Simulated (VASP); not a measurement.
# Ti2SiTe2 (P-3m1) in VASP: a series of runs

Runs on Ti2SiTe2. Level: PBE. Tasks: relaxation of cell and atoms.

All numbers are computed with VASP 6.6.1; they aren't measurements. Logs are shortened: lines on timing, memory, paths and dates and some standing lists are left out, and cuts for length are marked.

## 1. Starting point

It takes space group P-3m1 (No. 164, trigonal). Conventional cell: a = 3.680 Å, b = 3.680 Å, c = 9.170 Å, α = 90.00°, β = 90.00°, γ = 120.00°. Ti (site symmetry 3m) has 3 Si at 2.55 Å and 3 Te at 2.78 Å as nearest neighbours. Si (site symmetry -3m) has 6 Ti at 2.55 Å as nearest neighbours. Te (site symmetry 3m) has 3 Ti at 2.78 Å as nearest neighbours.

The cell was built by a generator and needn't be a form met in nature.

## 2. Relaxation of cell and atoms, PBE

INCAR reads:

```
SYSTEM = Ti2SiTe2
PREC = Normal
ENCUT = 520
EDIFF = 1E-4
ISMEAR = 0
SIGMA = 0.15
LREAL = .FALSE.
LASPH = .TRUE.
NELM = 60
ALGO = Fast
ISIF = 3
LWAVE = .FALSE.
LCHARG = .FALSE.
GGA = PE
IBRION = 2
NSW = 24
EDIFFG = -0.08
KPAR = 2
```

KPOINTS reads:

```
regular mesh
0
G
  4 4 2
  0 0 0
```

POSCAR reads:

```
Ti2SiTe2
1.0
    3.6800000000      0.0000000000      0.0000000000
   -1.8400000000      3.1869734900      0.0000000000
    0.0000000000      0.0000000000      9.1700000000
Ti Si Te
2 1 2
Direct
    0.3333333300      0.6666666700      0.1530000000
    0.6666666700      0.3333333300      0.8470000000
    0.0000000000      0.0000000000      0.0000000000
    0.6666666700      0.3333333300      0.3480000000
    0.3333333300      0.6666666700      0.6520000000
```

Potentials or basis: VASP PAW PBE potentials, release 64 (Ti_sv, Si, Te).

The run is started by

```
cat potpaw_PBE.64/Ti_sv/POTCAR potpaw_PBE.64/Si/POTCAR potpaw_PBE.64/Te/POTCAR > POTCAR
mpirun -np 2 vasp_std > vasp.out
```

OUTCAR:

```text
SYSTEM = Ti2SiTe2
   PREC = Normal
   ENCUT = 520
   EDIFF = 1E-4
   ISMEAR = 0
   LREAL = .FALSE.
   LASPH = .TRUE.
   NELM = 60
   ISIF = 3
   GGA = PE
   IBRION = 2
   NSW = 24
   EDIFFG = -0.08

 ion  position               nearest neighbor table
   1  0.333  0.667  0.153-   3 2.55   3 2.55   3 2.55   4 2.78   4 2.78   4 2.78
   2  0.667  0.333  0.847-   3 2.55   3 2.55   3 2.55   5 2.78   5 2.78   5 2.78
   3  0.000  0.000  0.000-   1 2.55   2 2.55   2 2.55   1 2.55   2 2.55   1 2.55
   4  0.667  0.333  0.348-   1 2.78   1 2.78   1 2.78   5 3.51   5 3.51   5 3.51
   5  0.333  0.667  0.652-   2 2.78   2 2.78   2 2.78   4 3.51   4 3.51   4 3.51

  LATTYP: Found a hexagonal cell.
 ALAT       =     3.6800000000
 C/A-ratio  =     2.4918478261

  Lattice vectors:

 A1 = (   3.6800000000,   0.0000000000,   0.0000000000)
 A2 = (  -1.8400000000,   3.1869734900,   0.0000000000)
 A3 = (   0.0000000000,   0.0000000000,   9.1700000000)

Analysis of symmetry for initial positions (statically):
=====================================================================
 Subroutine PRICEL returns:
 Original cell was already a primitive cell.

 Routine SETGRP: Setting up the symmetry group for a
 hexagonal supercell.

 Subroutine GETGRP returns: Found 12 space group operations
 (whereof 12 operations were pure point group operations)
 out of a pool of 24 trial point group operations.

The static configuration has the point symmetry D_3d.

Analysis of symmetry for dynamics (positions and initial velocities):
=====================================================================
 Subroutine PRICEL returns:
 Original cell was already a primitive cell.

 Routine SETGRP: Setting up the symmetry group for a
 hexagonal supercell.

 Subroutine GETGRP returns: Found 12 space group operations
 (whereof 12 operations were pure point group operations)
 out of a pool of 24 trial point group operations.

The dynamic configuration has the point symmetry D_3d.

 Subroutine INISYM returns: Found 12 space group operations
 (whereof 12 operations are pure point group operations),
 and found     1 'primitive' translations

----------------------------------------------------------------------------------------

                                     Primitive cell

  volume of cell :     107.5463

  direct lattice vectors                    reciprocal lattice vectors
     3.680000000  0.000000000  0.000000000     0.271739130  0.156888660  0.000000000
    -1.840000000  3.186973490  0.000000000     0.000000000  0.313777320  0.000000000
[... 82 lines left out ...]
   POTIM  = 0.5000    time-step for ionic-motion
   TEBEG  =    0.0;   TEEND  =   0.0 temperature during run
   PSTRESS=    0.0 pullay stress
   NELECT =      40.0000    total number of electrons
   NUPDOWN=      -1.0000    fix difference up-down
   EMIN   =  10.00;   EMAX   =-10.00  energy-range for DOS
   EFERMI =   0.00;   METHOD = LEGACY
   ISMEAR =     0;   SIGMA  =   0.15  broadening in eV -4-tet -1-fermi 0-gaus
   EFERMI_NEDOS =   21; number of points for ismear=-14 and -15
   IALGO  =     68    algorithm
   IMIX   =      4    mixing-type and parameters
     AMIX     =   0.40;   BMIX     =  1.00
     AMIX_MAG =   1.60;   BMIX_MAG =  1.00
  volume/ion in A,a.u.               =      21.51       145.15
  Fermi-wavevector in a.u.,A,eV,Ry     =   1.177325  2.224821 18.858950  1.386094
  Thomas-Fermi vector in A             =   2.313673
   LORBIT       =      0    0 simple, 1 ext, 2 COOP (PROOUT), +10 PAW based schemes
   GGA     = PE    functional components
   LHFCALC =     F    Hartree Fock is set to
   AEXX    =    0.0000 exact exchange contribution
   IVDW    =     0    specifies the selected vdW correction
   LEPSILON=     F    determine dielectric tensor
   LRPA    =     F    only Hartree local field effects (RPA)
 conjugate gradient relaxation of ions
 non-spin polarized calculation
 RMM-DIIS sequential band-by-band and
 Gauss-broadening in eV      SIGMA  =   0.15
  energy-cutoff  :      520.00
  volume of cell :      107.55
 maximum number of plane-waves:      2914
   NGX = 13   NGY = 13   NGZ = 35

--------------------------------------- Ionic step        1  -------------------------------------------

 number of electron      39.9999980 magnetization

 Free energy of the ion-electron system (eV)
  ---------------------------------------------------
  ext. energy  EPLUGINS =         0.00000000
  ---------------------------------------------------
  free energy    TOTEN  =       -30.12128528 eV

  energy without entropy =      -30.08597085  energy(sigma->0) =      -30.10362806

------------------------ aborting loop because EDIFF is reached ----------------------------------------

  FORCE on cell =-STRESS in cart. coord.  units (eV):
  Direction    XX          YY          ZZ          XY          YZ          ZX
  --------------------------------------------------------------------------------------
  -------------------------------------------------------------------------------------
  Total        0.1077564      0.1077564      3.4034953      0.0000000      0.0000000     -0.0000000
  in kB        1.6053071      1.6053072     50.7037564      0.0000000      0.0000000     -0.0000000
  external PRESSURE =      17.9714569 kB  Pullay stress =       0.0000000 kB
[... 98 lines left out ...]
  FREE ENERGIE OF THE ION-ELECTRON SYSTEM (eV)
  ---------------------------------------------------
  free  energy   TOTEN  =       -30.2026487201 eV

  energy  without entropy=      -30.1553502924  energy(sigma->0) =      -30.17899951

[... ionic steps 4 to 12 ...]

--------------------------------------- Ionic step       13  -------------------------------------------

 number of electron      39.9999950 magnetization

------------------------ aborting loop because EDIFF is reached ----------------------------------------
[... 73 lines left out ...]
--------------------------------------- Ionic step       15  -------------------------------------------

 number of electron      39.9999952 magnetization

 Free energy of the ion-electron system (eV)
  ---------------------------------------------------
  ext. energy  EPLUGINS =         0.00000000
  ---------------------------------------------------
  free energy    TOTEN  =       -30.29234808 eV

  energy without entropy =      -30.22571497  energy(sigma->0) =      -30.25903152

 E-fermi :   6.9187     XC(G=0): -10.1632

 val. band max:        6.9019568808   @ k =   0.2500   0.0000   0.5000
 cond. band min:       6.9232341803   @ k =   0.2500   0.0000   0.0000
 fundamental gap:      0.0212772996
 Fermi energy:         6.9187086661

 k-point     1 :       0.0000    0.0000    0.0000
  band No.  band energies     occupation
      1     -49.9384      2.00000
      2     -49.9334      2.00000
      3     -26.2378      2.00000
      4     -26.1862      2.00000
      5     -26.1835      2.00000
      6     -26.1835      2.00000
[... 237 lines left out ...]
  FREE ENERGIE OF THE ION-ELECTRON SYSTEM (eV)
  ---------------------------------------------------
  free  energy   TOTEN  =       -30.2923480774 eV

  energy  without entropy=      -30.2257149689  energy(sigma->0) =      -30.25903152

 reached required accuracy - stopping structural energy minimisation
```

CONTCAR:

```text
Ti2SiTe2
   1.00000000000000
     3.6316038993576503    0.0000000000000000   -0.0000000000000000
    -1.8158019496788251    3.1450612372316917    0.0000000000000000
     0.0000000000000000   -0.0000000000000001   10.0059477836672848
  Ti              Si              Te
     2     1     2
Direct
     0.3333333300000021    0.6666666699999979    0.1440496765229598
     0.6666666699999979    0.3333333300000021    0.8559503234770401
     0.0000000000000000    0.0000000000000000    1.0000000000000000
     0.6666666699999979    0.3333333300000021    0.3280808714176715
     0.3333333300000021    0.6666666699999979    0.6719191285823285

  0.00000000E+00  0.00000000E+00  0.00000000E+00
  0.00000000E+00  0.00000000E+00  0.00000000E+00
  0.00000000E+00  0.00000000E+00  0.00000000E+00
  0.00000000E+00  0.00000000E+00  0.00000000E+00
  0.00000000E+00  0.00000000E+00  0.00000000E+00
```

Run time: 67 s. Hardware: 2 MPI ranks of Intel Xeon 6975P-C (Granite Rapids), shared host; peak memory 0.17 GiB.

What came out:

| Item | Value |
| --- | --- |
| Free energy | -30.2923 eV |
| Relaxed volume | 22.86 Å³/atom |
| Relaxed cell | a = 3.632 Å, b = 3.632 Å, c = 10.006 Å, α = 90.00°, β = 90.00°, γ = 120.00° |
| Space group after relaxing (to 0.05 Å) | P-3m1 (No. 164) |
| Energy gained by relaxing | 34.2 meV/atom |
| Ionic steps | 15 |
| Pressure after relaxing | 0.1 GPa |
| Largest force after relaxing | 0.059 eV/Å |
| Band gap on the k mesh | none (metal or under the smearing width) |

Forces on the atoms (eV/Å):
```
Ti   0.000  0.000  0.054
Ti   0.000  0.000 -0.054
Si   0.000  0.000  0.000
Te   0.000  0.000 -0.059
Te   0.000  0.000  0.059
```

The path:
| step | energy change (eV) | largest force (eV/Å) | pressure (GPa) | volume (Å³) |
| --- | --- | --- | --- | --- |
| 1 | 0.0000 | 0.4204 | 1.80 | 107.55 |
| 2 | -0.0774 | 0.5342 | -0.72 | 111.31 |
| 3 | -0.0814 | 0.5794 | -1.53 | 112.66 |
| 4 | -0.1275 | 0.2176 | -0.18 | 111.17 |
| 5 | -0.1307 | 0.2954 | 0.53 | 110.71 |
| 6 | -0.1451 | 0.2199 | 0.16 | 111.62 |
| 7 | -0.1591 | 0.2725 | -0.80 | 114.40 |
| 8 | -0.1657 | 0.1979 | -0.55 | 114.29 |
| 9 | -0.1676 | 0.1750 | -0.38 | 114.25 |
| 10 | -0.1691 | 0.1473 | -0.04 | 114.17 |
| 11 | -0.1675 | 0.1781 | 0.61 | 114.01 |
| 12 | -0.1694 | 0.1794 | 0.20 | 114.12 |
| 13 | -0.1694 | 0.1200 | 0.15 | 114.14 |
| 14 | -0.1695 | 0.1730 | 0.13 | 114.13 |
| 15 | -0.1711 | 0.0594 | 0.14 | 114.28 |

Final structure:
```xyz
5
Lattice="3.6316 0.0000 0.0000 -1.8158 3.1451 0.0000 0.0000 0.0000 10.0059" Properties=species:S:1:pos:R:3 pbc="T T T"
Ti    0.0000    2.0967    1.4414
Ti    1.8158    1.0484    8.5646
Si    0.0000    0.0000   10.0059
Te    1.8158    1.0484    3.2828
Te    0.0000    2.0967    6.7232
```

Caveat: the k mesh is coarse (spacing up to 0.49 Å⁻¹), so the values aren't converged; this functional lacks dispersion, which binds the layers, so the pressure and a relaxed spacing across them are unreliable; the relaxation stopped at a loose force limit of 0.08 eV/Å, so its end isn't a converged minimum. Spin-orbit coupling is left out, which matters for the levels of Te.

[end of part 1 of 3]
